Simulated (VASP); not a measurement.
Energy against volume of Yb (fcc). These are vdW-DF2, VASP's PBE PAW potentials (set 64) (plane waves; VASP) values and carry that method's errors. Numerical set-up: 520 eV cut-off, 12×12×12 Γ-centred mesh, first-order Methfessel-Paxton smearing of 0.10 eV, potentials Yb_2.

The 4f electrons are frozen in the core of the lanthanide potential, so 4f levels, which can set the real gap, and their magnetism are missing.

| V (Å³/atom) | E (eV/atom) |
|---|---|
| 38.157 | 1.23648 |
| 39.374 | 1.22991 |
| 40.592 | 1.22752 |
| 41.810 | 1.22871 |

**Question.** Fit these four points and predict the energy of the run at 43.028 Å³/atom.

**Answer.** A cubic in V^(−2/3), the third-order Birch-Murnaghan form, passes through the four points with V0 = 40.77 Å³/atom and B0 = 15 GPa, and gives 1.2330 eV/atom there. The run gave 1.2330 eV/atom, +0.1 meV/atom from the fit; all five points give B0 = 15 GPa.

The compound is Yb in the fcc structure. It was relaxed first.
